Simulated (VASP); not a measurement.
Output of a VASP run:

### OSZICAR
```
       N       E                     dE             d eps       ncg     rms          rms(c)
DAV:   1     0.212608967017E+03    0.21261E+03   -0.15767E+04   696   0.155E+03
DAV:   2     0.326327249981E+01   -0.20935E+03   -0.20365E+03   785   0.387E+02
DAV:   3    -0.562390032078E+01   -0.88872E+01   -0.88676E+01   751   0.894E+01
DAV:   4    -0.567370059269E+01   -0.49800E-01   -0.49790E-01   773   0.656E+00
DAV:   5    -0.567385987363E+01   -0.15928E-03   -0.15928E-03   729   0.339E-01    0.102E+01
DAV:   6    -0.398888362066E+01    0.16850E+01   -0.51085E+00   894   0.434E+01    0.752E+00
DAV:   7    -0.402399623838E+01   -0.35113E-01   -0.81254E-01   683   0.956E+00    0.441E+00
DAV:   8    -0.401558716859E+01    0.84091E-02   -0.15757E-01   724   0.413E+00    0.712E-01
DAV:   9    -0.400659921235E+01    0.89880E-02   -0.39431E-02   840   0.251E+00    0.947E-02
DAV:  10    -0.400707626177E+01   -0.47705E-03   -0.30840E-03   682   0.690E-01    0.108E-01
DAV:  11    -0.400713307307E+01   -0.56811E-04   -0.12228E-04   704   0.152E-01    0.421E-02
DAV:  12    -0.400715392178E+01   -0.20849E-04   -0.62293E-05   683   0.780E-02    0.184E-02
DAV:  13    -0.400715456546E+01   -0.64368E-06   -0.22014E-06   753   0.139E-02
   1 F= -.40071546E+01 E0= -.40071546E+01  d E =-.400715E+01
       N       E                     dE             d eps       ncg     rms          rms(c)
DAV:   1    -0.425893978389E+01   -0.25179E+00   -0.52336E+00   684   0.280E+01    0.390E+00
DAV:   2    -0.403257084646E+01    0.22637E+00   -0.84888E-01   686   0.897E+00    0.885E-01
DAV:   3    -0.401633960463E+01    0.16231E-01   -0.39314E-02   680   0.367E+00    0.949E-01
DAV:   4    -0.401396522823E+01    0.23744E-02   -0.53067E-03   688   0.932E-01    0.648E-01
DAV:   5    -0.401334010030E+01    0.62513E-03   -0.10994E-03   700   0.391E-01    0.577E-02
DAV:   6    -0.401328872412E+01    0.51376E-04   -0.19831E-04   832   0.273E-01    0.139E-02
DAV:   7    -0.401329172093E+01   -0.29968E-05   -0.23020E-05   712   0.547E-02    0.755E-03
DAV:   8    -0.401329127403E+01    0.44691E-06   -0.31870E-06   726   0.283E-02
   2 F= -.40132913E+01 E0= -.40132913E+01  d E =-.613671E-02
       N       E                     dE             d eps       ncg     rms          rms(c)
DAV:   1    -0.402916520342E+01   -0.15873E-01   -0.31996E-01   684   0.683E+00    0.949E-01
DAV:   2    -0.401516331295E+01    0.14002E-01   -0.53113E-02   688   0.222E+00    0.207E-01
DAV:   3    -0.401418391859E+01    0.97939E-03   -0.24242E-03   688   0.977E-01    0.211E-01
DAV:   4    -0.401404982106E+01    0.13410E-03   -0.36615E-04   687   0.241E-01    0.147E-01
DAV:   5    -0.401402295988E+01    0.26861E-04   -0.83175E-05   699   0.117E-01    0.200E-02
DAV:   6    -0.401401870084E+01    0.42590E-05   -0.18555E-05   831   0.836E-02    0.327E-03
DAV:   7    -0.401401924311E+01   -0.54228E-06   -0.16407E-06   431   0.134E-02
   3 F= -.40140192E+01 E0= -.40140192E+01  d E =-.686468E-02
```

OUTCAR:
```
------------------------ aborting loop because EDIFF is reached ----------------------------------------
  FORCE on cell =-STRESS in cart. coord.  units (eV):
  Direction    XX          YY          ZZ          XY          YZ          ZX
  --------------------------------------------------------------------------------------
  Total        0.0022867      0.0022867      0.0022867     -0.0000000     -0.0000000      0.0000000
  in kB        0.0915213      0.0915213      0.0915213     -0.0000000     -0.0000000      0.0000000
  external PRESSURE =       0.0915213 kB  Pullay stress =       0.0000000 kB
  volume of cell :       40.03
      direct lattice vectors                 reciprocal lattice vectors
    -0.000000000  2.715132305  2.715132305    -0.184153089  0.184153089  0.184153089
     2.715132305 -0.000000000  2.715132305     0.184153089 -0.184153089  0.184153089
     2.715132305  2.715132305 -0.000000000     0.184153089  0.184153089 -0.184153089
 POSITION                                       TOTAL-FORCE (eV/Angst)
 -----------------------------------------------------------------------------------
      0.00000      0.00000      0.00000        -0.000000     -0.000000     -0.000000
      1.35757      1.35757      1.35757        -0.000000     -0.000000      0.000000
      4.07270      4.07270      4.07270         0.000000      0.000000      0.000000
 -----------------------------------------------------------------------------------
    total drift:                                0.000000      0.000000      0.000000
  FREE ENERGIE OF THE ION-ELECTRON SYSTEM (eV)
  ---------------------------------------------------
  free  energy   TOTEN  =        -4.0140192431 eV

  energy  without entropy=       -4.0140192431  energy(sigma->0) =       -4.01401924

 reached required accuracy - stopping structural energy minimisation
```
(Selected blocks of OUTCAR.)

POSCAR:
```
CdF2
1
    0.0000000000     2.6950000000     2.6950000000
    2.6950000000     0.0000000000     2.6950000000
    2.6950000000     2.6950000000     0.0000000000
Cd F
1 2
Direct
  0.0000000000   0.0000000000   0.0000000000
  0.2500000000   0.2500000000   0.2500000000
  0.7500000000   0.7500000000   0.7500000000
```

### Question
Reconstruct the remaining input files.

### Answer
Several could match; the one computed here: the input of the run itself, optB86b-vdW, plane waves, VASP's PBE PAW potentials (set 64).

INCAR:
```
AGGAC = 0.0
ALGO = Normal
EDIFF = 1E-6
EDIFFG = -0.02
ENCUT = 520
GGA = MK
IBRION = 2
ISIF = 3
ISMEAR = 0
LASPH = .TRUE.
LCHARG = .FALSE.
LMAXMIX = 4
LREAL = .FALSE.
LUSE_VDW = .TRUE.
LWAVE = .FALSE.
NELM = 100
NSW = 60
PARAM1 = 0.1234
PARAM2 = 1.0
PREC = Accurate
SIGMA = 0.05
SYSTEM = CdF2
```

KPOINTS:
```
K-points
0
gamma
7 7 7
```

POTCAR, in this order: Cd F (PBE.64 set). Program: vasp_std.

Energy and stress use the plane-wave basis of the starting cell.

The compound is CdF2 in the fluorite structure. This run relaxes it. Symmetry was kept, so distortions that lower it aren't found. The start is the result of an earlier pass.
